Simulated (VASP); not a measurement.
**BN (Qingsongite): structure and properties in VASP**

What structure and properties does r2SCAN give BN (Qingsongite), and how near are they to the measured ones? The steps: relaxing cell and atoms (r2SCAN), single point with fields (r2SCAN), bands along the symmetry lines (r2SCAN), total and projected DOS (r2SCAN), vibrations at Γ (r2SCAN), volume scan with r2SCAN, fit for r2SCAN, optical spectrum (r2SCAN), band structure (HSE06) and band structure (TB-mBJ). The start is a cell from a database of measured crystal structures.

Method: r2SCAN; plane waves and PAW (B, N), in the first sound run; inputs show where later runs differ, in VASP 6.6.1.

**Measured values to reproduce.**

For BN, zinc blende (micron-sized single crystals selected from powder, 295 K), “Equation of state of cubic boron nitride at high pressures and temperatures” (2007, arxiv:cond-mat/0702656) gives, by single-crystal x-ray diffraction: lattice constant a (a at ambient conditions) 3.6152 ± 0.0002 Å; bulk modulus (isothermal B0 from Vinet fit to measured P-V data, H2005 ruby scale) 395 ± 2 GPa [equation-of-state fit parameter; depends on the ruby pressure scale, and the quoted …].

For BN, zinc blende (cubic) (commercial high-pressure high-temperature grown grain, about 200 um), “Strong Confinment of optical fields using localised surface phonon polaritons in cubic Boron Nitride” (2018, arxiv:1812.11146) gives, by Raman scattering, 488 nm excitation: Raman mode (TO phonon at Gamma) 1056 cm⁻¹.

### Step 1. Starting point

Before any relaxation, the start is as follows. It takes space group F-43m (No. 216, cubic). The conventional cell has a = 3.615 Å, b = 3.615 Å, c = 3.615 Å, α = 90.00°, β = 90.00°, γ = 90.00°. B has 4 N at 1.57 Å nearest. N has 4 B at 1.57 Å nearest. Farther neighbours and most contacts between anions are not listed.

Coordinates:

```cif
data_structure
_symmetry_space_group_name_H-M 'P 1'
_symmetry_Int_Tables_number 1
_cell_length_a 2.5562
_cell_length_b 2.5562
_cell_length_c 2.5562
_cell_angle_alpha 60.000
_cell_angle_beta 60.000
_cell_angle_gamma 60.000
_cell_volume 11.81
loop_
_atom_site_label
_atom_site_type_symbol
_atom_site_fract_x
_atom_site_fract_y
_atom_site_fract_z
_atom_site_occupancy
B1 B 0.00000 0.00000 0.00000 1
N2 N 0.25000 0.25000 0.25000 1
```

### Step 2. Relaxing cell and atoms (r2SCAN)

The start need not lie at this functional's minimum. ISIF = 3 frees volume, shape and positions, and EDIFFG sets the threshold on forces and stress at which the search stops. r2SCAN adds the kinetic-energy density, costs more than a GGA and is run with LASPH.

INCAR reads:

```
SYSTEM = BN
PREC = Accurate
ENCUT = 520
EDIFF = 1E-06
NELM = 100
ISMEAR = 0
SIGMA = 0.05
LREAL = .FALSE.
ALGO = Normal
METAGGA = R2SCAN
LASPH = .TRUE.
NBANDS = 10
LORBIT = 11
LWAVE = .FALSE.
LCHARG = .FALSE.
KPAR = 2
IBRION = 2
NSW = 60
ISIF = 3
EDIFFG = -0.01
```

POSCAR reads:

```
BN
1.0
    0.0000000000      1.8075000000      1.8075000000
    1.8075000000      0.0000000000      1.8075000000
    1.8075000000      1.8075000000      0.0000000000
B N
1 1
Direct
    0.0000000000      0.0000000000      0.0000000000
    0.2500000000      0.2500000000      0.2500000000
```

KPOINTS reads:

```
Automatic mesh
0
Gamma
11 11 11
0 0 0
```

Potentials, in the order of the species: B and N (PBE family, release 64).

On the command line:

```
$ mpirun -np 2 vasp_std
```

What it wrote:

```text
[banner, memory and clock lines left out]
running    2 mpi-ranks, on    1 nodes
 distrk:  each k-point on    1 cores,    2 groups
 distr:  one band on    1 cores,    1 groups

 POSCAR found type information on POSCAR B N
 POSCAR found :  2 types and       2 ions
|                                                                             |
|               ----> ADVICE to this user running VASP <----                  |
|                                                                             |
|     You enforced a specific xc type in the INCAR file but a different       |
|     [... a line on the potential file left out ...]
|     I HOPE YOU KNOW WHAT YOU ARE DOING!                                     |
|                                                                             |

 LDA part: xc-table for (None), standard interpolation
 POSCAR, INCAR and KPOINTS ok, starting setup
 FFT: planning ... GRIDC
 FFT: planning ... GRID_SOFT
 FFT: planning ... GRID
 WAVECAR not read
 entering main loop
       N       E                     dE             d eps       ncg     rms          rms(c)
DAV:   1     0.636481536326E+01    0.63648E+01   -0.53159E+03  1144   0.825E+02
DAV:   2    -0.219225124488E+02   -0.28287E+02   -0.27470E+02  1434   0.175E+02
DAV:   3    -0.224153647401E+02   -0.49285E+00   -0.49211E+00  1320   0.204E+01
DAV:   4    -0.224160371320E+02   -0.67239E-03   -0.67237E-03  1218   0.842E-01
DAV:   5    -0.224160378624E+02   -0.73043E-06   -0.73041E-06  1272   0.275E-02    0.661E+00
DAV:   6    -0.191761829462E+02    0.32399E+01   -0.19465E+00  1194   0.875E+00    0.357E+00
DAV:   7    -0.191725194280E+02    0.36635E-02   -0.26602E-01  1172   0.411E+00    0.184E+00
DAV:   8    -0.191722720390E+02    0.24739E-03   -0.44989E-02  1212   0.147E+00    0.167E-01
DAV:   9    -0.191717792908E+02    0.49275E-03   -0.60744E-03  1314   0.567E-01    0.958E-02
DAV:  10    -0.191717798314E+02   -0.54067E-06   -0.43018E-04  1216   0.174E-01    0.313E-02
DAV:  11    -0.191717808884E+02   -0.10570E-05   -0.42491E-05  1228   0.535E-02    0.831E-03
DAV:  12    -0.191717818061E+02   -0.91774E-06   -0.12067E-06   706   0.107E-02
   1 F= -.19171782E+02 E0= -.19171782E+02  d E =-.191718E+02
 curvature:   0.00 expect dE= 0.000E+00 dE for cont linesearch  0.000E+00
 trial: gam= 0.00000 g(F)=  0.111E-46 g(S)=  0.158E-03 ort = 0.000E+00 (trialstep = 0.100E+01)
 search vector abs. value=  0.158E-03
 bond charge predicted
       N       E                     dE             d eps       ncg     rms          rms(c)
DAV:   1    -0.191719174507E+02   -0.13656E-03   -0.52652E-03  1208   0.631E-01    0.944E-02
DAV:   2    -0.191717733904E+02    0.14406E-03   -0.72846E-04  1230   0.190E-01    0.279E-02
DAV:   3    -0.191717698082E+02    0.35822E-05   -0.31410E-05  1224   0.494E-02    0.107E-02
DAV:   4    -0.191717691232E+02    0.68498E-06   -0.14469E-06  1176   0.118E-02
   2 F= -.19171769E+02 E0= -.19171769E+02  d E =0.126829E-04
 trial-energy change:    0.000013  1 .order    0.000010   -0.000158    0.000177
 step:   0.4715(harm=  0.4715)  dis= 0.00000  next Energy=   -19.171819 (dE=-0.373E-04)
 bond charge predicted
       N       E                     dE             d eps       ncg     rms          rms(c)
DAV:   1    -0.191718608443E+02   -0.91036E-04   -0.15025E-03  1204   0.336E-01    0.505E-02
DAV:   2    -0.191718203181E+02    0.40526E-04   -0.20617E-04  1216   0.101E-01    0.152E-02
DAV:   3    -0.191718181729E+02    0.21452E-05   -0.88289E-06  1206   0.261E-02    0.570E-03
DAV:   4    -0.191718175297E+02    0.64315E-06   -0.39689E-07   602   0.614E-03
   3 F= -.19171818E+02 E0= -.19171818E+02  d E =-.357236E-04
 curvature:  -0.24 expect dE=-0.727E-07 dE for cont linesearch -0.727E-07
 trial: gam= 0.00000 g(F)=  0.159E-47 g(S)=  0.309E-06 ort =-0.699E-05 (trialstep = 0.894E+00)
 search vector abs. value=  0.309E-06
 reached required accuracy - stopping structural energy minimisation
```

Run time: 40 s. Hardware: 2 MPI ranks of AMD EPYC 7R43, shared host; peak memory 0.19 GiB.

The logs omit lines about the potential files and the build; timing stands in the text.

OUTCAR, selected parts (step 2):

```text
ion  position               nearest neighbor table
   1  0.000  0.000  0.000-   2 1.57   2 1.57   2 1.57   2 1.57
   2  0.250  0.250  0.250-   1 1.57   1 1.57   1 1.57   1 1.57

  LATTYP: Found a face centered cubic cell.
 ALAT       =     3.6150000000

 Subroutine GETGRP returns: Found 24 space group operations
 (whereof 24 operations were pure point group operations)

The static configuration has the point symmetry T_d .

 Found     56 irreducible k-points:

   k-points           NKPTS =     56   k-points in BZ     NKDIM =     56   number of bands    NBANDS=     10

   dimension x,y,z NGX =    20 NGY =   20 NGZ =   20
   dimension x,y,z NGXF=    40 NGYF=   40 NGZF=   40

   ENCUT  =  520.0 eV  38.22 Ry    6.18 a.u.   4.75  4.75  4.75*2*pi/ulx,y,z

   NELECT =       8.0000    total number of electrons

 k-points in reciprocal lattice and weights: Automatic mesh
   0.00000000  0.00000000  0.00000000       0.001
   0.09090909  0.00000000  0.00000000       0.006
   0.18181818  0.00000000  0.00000000       0.006
   0.27272727  0.00000000  0.00000000       0.006
   0.36363636  0.00000000  0.00000000       0.006
   0.45454545  0.00000000  0.00000000       0.006
   0.09090909  0.09090909  0.00000000       0.005
   0.18181818  0.09090909  0.00000000       0.018
   0.27272727  0.09090909  0.00000000       0.018
[...]
-0.36363636  0.45454545  0.18181818       0.018
  -0.27272727  0.45454545  0.18181818       0.018

 average (electrostatic) potential at core
       1 -25.9473       2 -63.2555

 E-fermi :   7.4696

 k-point     1 :       0.0000    0.0000    0.0000
  band No.  band energies     occupation
      1     -14.0477      2.00000
      2       7.2620      2.00000
      3       7.2620      2.00000
      4       7.2620      2.00000
      5      16.7962      0.00000
      6      16.7962      0.00000
      7      16.7962      0.00000
      8      18.3516      0.00000
      9      33.4260      0.00000
    ...

 k-point     2 :       0.0909    0.0000    0.0000
  band No.  band energies     occupation
      1     -13.8393      2.00000
      2       6.1441      2.00000
      3       7.0423      2.00000
      4       7.0423      2.00000
      5      17.0499      0.00000
      6      17.1351      0.00000
      7      17.1351      0.00000
      8      19.0495      0.00000
      9      33.1848      0.00000
    ...

 k-point     3 :       0.1818    0.0000    0.0000
  band No.  band energies     occupation
      1     -13.2243      2.00000
      2       3.6547      2.00000
      3       6.5242      2.00000
      4       6.5242      2.00000
      5      17.3860      0.00000
      6      17.8846      0.00000
      7      17.8846      0.00000
      8      20.6494      0.00000
      9      32.1346      0.00000
    ...

  Total        0.0020649      0.0020649      0.0020649      0.0000000     -0.0000000      0.0000000
  in kB        0.2805624      0.2805624      0.2805624      0.0000000     -0.0000000      0.0000000
  external PRESSURE =       0.2805624 kB  Pullay stress =       0.0000000 kB

  energy-cutoff  :      520.00
  volume of cell :       11.79
      direct lattice vectors                 reciprocal lattice vectors
    -0.000000000  1.806538633  1.806538633    -0.276772382  0.276772382  0.276772382
     1.806538633 -0.000000000  1.806538633     0.276772382 -0.276772382  0.276772382
     1.806538633  1.806538633  0.000000000     0.276772382  0.276772382 -0.276772382

 POSITION                                       TOTAL-FORCE (eV/Angst)
 -----------------------------------------------------------------------------------
      0.00000      0.00000      0.00000        -0.000000     -0.000000      0.000000
      0.90327      0.90327      0.90327         0.000000      0.000000     -0.000000
 -----------------------------------------------------------------------------------
    total drift:                                0.000000      0.000000      0.000000

  FREE ENERGIE OF THE ION-ELECTRON SYSTEM (eV)
  ---------------------------------------------------
  free  energy   TOTEN  =       -19.1718175297 eV

  energy  without entropy=      -19.1718175297  energy(sigma->0) =      -19.17181753

 reached required accuracy - stopping structural energy minimisation

 total charge
# of ion       s       p       d       tot
------------------------------------------
    1        0.681   1.340   0.000   2.021
    2        1.228   2.791   0.000   4.019
--------------------------------------------------
tot          1.909   4.130   0.000   6.040

[... 3 further parts left out ...]
```

The gap is read on the k-mesh alone, so it is an upper bound where the band edges lie off the mesh. The PAW data sets were made with PBE, which is usual practice but a small mismatch for other functionals. The run keeps the 24 symmetry operations of its start, so it cannot find a distortion of lower symmetry.

Little changed from the start: no atom moved by 0.005 Å and no cell edge by 0.1 %.

Numbers from this step:

| Item | Value |
| --- | --- |
| electrons | 8 |
| bands | 10 |
| irreducible k-points | 56 |
| symmetry operations | 24 |
| free energy (TOTEN) | -19.17 eV |
| Fermi energy | 7.470 eV |
| pressure | 0.02806 GPa |
| metallic | no |
| valence top at k | 0, 0, 0 |
| conduction bottom at k | 0.4545, 0.4545, 0 |
| least direct gap at k | 0, 0, 0 |
| SCF cycles over all ionic steps | 20 |
| gap on the k-mesh | 5.087 eV |
| least direct gap on the k-mesh | 9.534 eV |

It ends with forces that vanish by symmetry and a pressure of 0.03 GPa. The volume lies -0.2 % from that of the database's start, which holds the thermal and zero-point expansion of its experiment.

### Step 3. Single point with fields (r2SCAN)

The relaxed cell gets a fresh self-consistent run, on a basis set for its own volume, to fix the density and to check the remaining stress.

INCAR, as its differences from that of step 2:

```diff
@@ -14,7 +14,5 @@
 LWAVE = .FALSE.
-LCHARG = .FALSE.
-KPAR = 2
-IBRION = 2
-NSW = 60
-ISIF = 3
-EDIFFG = -0.01
+LCHARG = .TRUE.
+ISIF = 2
+LELF = .TRUE.
+LVHAR = .TRUE.
```

POSCAR reads:

```
BN
1.0
    0.0000000000      1.8065386332      1.8065386332
    1.8065386332      0.0000000000      1.8065386332
    1.8065386332      1.8065386332      0.0000000000
B N
1 1
Direct
    0.0000000000      0.0000000000      0.0000000000
    0.2500000000      0.2500000000      0.2500000000
```

KPOINTS is that of step 2.

On the command line:

```
$ mpirun -np 2 vasp_std
```

What it wrote:

```text
[banner, memory and clock lines left out]
running    2 mpi-ranks, on    1 nodes
 distrk:  each k-point on    2 cores,    1 groups
 distr:  one band on    1 cores,    2 groups

 POSCAR found type information on POSCAR B N
 POSCAR found :  2 types and       2 ions
 [... a notice as in an earlier step ...]

 LDA part: xc-table for (None), standard interpolation
 POSCAR, INCAR and KPOINTS ok, starting setup
 FFT: planning ... GRIDC
 FFT: planning ... GRID_SOFT
 FFT: planning ... GRID
 WAVECAR not read
 entering main loop
       N       E                     dE             d eps       ncg     rms          rms(c)
DAV:   1     0.904430911180E+01    0.90443E+01   -0.53323E+03  1120   0.823E+02
DAV:   2    -0.218577615104E+02   -0.30902E+02   -0.29733E+02  1426   0.180E+02
DAV:   3    -0.224167671454E+02   -0.55901E+00   -0.55835E+00  1332   0.217E+01
DAV:   4    -0.224175530939E+02   -0.78595E-03   -0.78594E-03  1208   0.888E-01
DAV:   5    -0.224175539076E+02   -0.81371E-06   -0.81373E-06  1284   0.289E-02    0.662E+00
DAV:   6    -0.191765197625E+02    0.32410E+01   -0.19443E+00  1202   0.875E+00    0.358E+00
DAV:   7    -0.191725883478E+02    0.39314E-02   -0.26777E-01  1186   0.412E+00    0.185E+00
DAV:   8    -0.191722993275E+02    0.28902E-03   -0.45159E-02  1210   0.148E+00    0.167E-01
DAV:   9    -0.191717998743E+02    0.49945E-03   -0.61056E-03  1318   0.569E-01    0.959E-02
DAV:  10    -0.191718009157E+02   -0.10414E-05   -0.42914E-04  1218   0.175E-01    0.314E-02
DAV:  11    -0.191718018872E+02   -0.97157E-06   -0.42568E-05  1230   0.535E-02    0.835E-03
DAV:  12    -0.191718028053E+02   -0.91803E-06   -0.12292E-06   724   0.108E-02
   1 F= -.19171803E+02 E0= -.19171803E+02  d E =-.217388E-11
```

The job ended after 27 s (2 MPI ranks; peak memory 0.16 GiB; 51 s of CPU time).

From OUTCAR (step 3):

```text
  LATTYP: Found a face centered cubic cell.
 ALAT       =     3.6130772664

The static configuration has the point symmetry T_d .

 Found     56 irreducible k-points:

   NELECT =       8.0000    total number of electrons

 E-fermi :   7.4698

 k-point     1 :       0.0000    0.0000    0.0000
  band No.  band energies     occupation
      1     -14.0474      2.00000
      2       7.2625      2.00000
      3       7.2625      2.00000
      4       7.2625      2.00000
      5      16.7962      0.00000
      6      16.7962      0.00000
      7      16.7962      0.00000
      8      18.3518      0.00000
      9      33.4258      0.00000
    ...

 k-point     2 :       0.0909    0.0000    0.0000
  band No.  band energies     occupation
      1     -13.8390      2.00000
      2       6.1445      2.00000
      3       7.0428      2.00000
      4       7.0428      2.00000
      5      17.0500      0.00000
      6      17.1352      0.00000
      7      17.1352      0.00000
      8      19.0497      0.00000
      9      33.1846      0.00000
    ...

  Total       -0.0005974     -0.0005974     -0.0005974     -0.0000000     -0.0000000      0.0000000
  in kB       -0.0811782     -0.0811782     -0.0811782     -0.0000000     -0.0000000      0.0000000
  external PRESSURE =      -0.0811782 kB  Pullay stress =       0.0000000 kB

  energy-cutoff  :      520.00
  volume of cell :       11.79
      direct lattice vectors                 reciprocal lattice vectors
     0.000000000  1.806538633  1.806538633    -0.276772382  0.276772382  0.276772382
     1.806538633  0.000000000  1.806538633     0.276772382 -0.276772382  0.276772382
     1.806538633  1.806538633  0.000000000     0.276772382  0.276772382 -0.276772382

 POSITION                                       TOTAL-FORCE (eV/Angst)
 -----------------------------------------------------------------------------------
      0.00000      0.00000      0.00000         0.000000      0.000000      0.000000
      0.90327      0.90327      0.90327        -0.000000     -0.000000     -0.000000
 -----------------------------------------------------------------------------------
    total drift:                                0.000000      0.000000      0.000000

  FREE ENERGIE OF THE ION-ELECTRON SYSTEM (eV)
  ---------------------------------------------------
  free  energy   TOTEN  =       -19.1718028053 eV

  energy  without entropy=      -19.1718028053  energy(sigma->0) =      -19.17180281

 total charge
# of ion       s       p       d       tot
------------------------------------------
    1        0.681   1.340   0.000   2.021
    2        1.228   2.791   0.000   4.019
--------------------------------------------------
tot          1.910   4.130   0.000   6.040

[... 5 parts as in an earlier step ...]

[... 6 further parts left out ...]
```

This step gave:

* SCF cycles: 12
* pressure: -0.008118 GPa
* gap on the k-mesh: 5.086 eV

Valence electrons inside each PAW sphere by angular momentum. Sphere charges, by row:

```
atom  s (e)  p (e)  d (e)  tot (e)
  B1  0.681   1.34      0    2.021
  N2  1.228  2.791      0    4.019
```

Electrostatic potential energy in the ac plane of a cell with a along [110], b along [-110] and c along [001] of the cube at fractional y = 0.000, with atoms of B and N within 0.2 Å of it. With pseudopotentials it is smooth inside the atoms' cores, unlike the true potential.

Ten even steps from '_' (-44 eV) to '@' (3 eV), each cell a mean:
```
++==**++**++==++==**++**++==
**##::____******##::____****
@@%%..____**@@@@%%..____**@@
@@@@##==++@@@@@@@@##==++@@@@
@@@@@@@@@@@@@@@@@@@@@@@@@@@@
@@@@@@@@@@@@@@@@@@@@@@@@@@@@
%%@@@@@@@@@@%%%%@@@@@@@@@@%%
==**%%@@@@##====**%%@@@@##==
%%--##@@%%++++%%--##@@%%++++
```
Columns run along a (5.1 Å; values clipped at the 3rd and 97th percentile), rows up along c (3.6 Å), edges of the conventional cell, whose origin can differ from the input's. Atoms in or near the plane, at fractional coordinates: B at (0.50, 0.00), B at (0.00, 0.00), N at (0.75, 0.75), N at (0.25, 0.75).

Valence density in the ac plane of a cell with a along [110], b along [-110] and c along [001] of the cube at fractional y = 0.000, with atoms of B and N within 0.2 Å of it. It is the smooth field of the valence electrons, not physical close to the nuclei.

Ten even steps from '0' (0.1 e/Å³) to '9' (3.5 e/Å³), each cell a mean:
```
12344311234431
13798411379841
01698300169830
00243100024310
00010000001000
00000000000000
00000000000000
10000011000001
01101110110111
```
Columns run along a (5.1 Å), rows up along c (3.6 Å), edges of the conventional cell, whose origin can differ from the input's. Atoms in or near the plane, at fractional coordinates: B at (0.50, 0.00), B at (0.00, 0.00), N at (0.75, 0.75), N at (0.25, 0.75).

ELF in the ac plane of a cell with a along [110], b along [-110] and c along [001] of the cube at fractional y = 0.000, with atoms of B and N within 0.2 Å of it. It is the smooth field of the valence electrons, not physical close to the nuclei.

Ten even steps from '0' (0.03) to '9' (0.86), each cell a mean:
```
28989942898994
49957974995797
26746842674684
03788510378851
00354100035410
00000000000000
21000122100012
32101233210123
03555410355541
```
Columns run along a (5.1 Å), rows up along c (3.6 Å), edges of the conventional cell, whose origin can differ from the input's. Atoms in or near the plane, at fractional coordinates: B at (0.50, 0.00), B at (0.00, 0.00), N at (0.75, 0.75), N at (0.25, 0.75).

In this run the pressure is -0.01 GPa, small enough to go on.

(Part 1 of 6 ends here.)

[Lines on the potential files, build, host, timing and source positions are cut from VASP's logs without a mark.]

[Logs are printed without paths, hosts, clocks, repeated set-up lines and the standing remarks that a program may print on its own settings, such as how far it seeks lower states.]

[Hosts, paths, dates, database ids (printed as entryN), source tags and the programs' standing remarks are cut or masked in the printed files.]

[Measured values are set beside computed ones only where the two were judged alike; some that the calculation misses by far are left out.]

[In band tables of VASP the shares of atoms and orbitals are scaled to a sum of 1 inside the atoms' spheres.]
